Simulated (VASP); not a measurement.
```
CaPd2P2
1.0
   -2.05604     2.05604     4.81330
    2.05604    -2.05604     4.81330
    2.05604     2.05604    -4.81330
Ca P Pd
1 2 2
Direct
  0.00000   0.00000   0.00000
  0.61281   0.61281   0.00000
  0.38719   0.38719   0.00000
  0.75000   0.25000   0.50000
  0.25000   0.75000   0.50000
```

Computed with PBEsol GGA, VASP's PBE PAW potentials (set 64) (plane waves; VASP 6.6.1). Settings: 400 eV cut-off, 12×12×12 Γ-centred mesh, tetrahedra with Blöchl corrections, potentials Ca_sv P Pd.

Problem. Predict the energy per atom (σ→0), band gap (on the k-mesh) with the smallest direct gap where there is one.

Solution. 
```yaml
band gap (on the k-mesh): none (metal, semimetal or under 0.01 eV)
energy per atom (σ→0): -6035 meV/atom
```

The structure comes from a computed database's CaPd2P2 entry (I4/mmm); how it stands against other phases isn't given here. It was relaxed first.
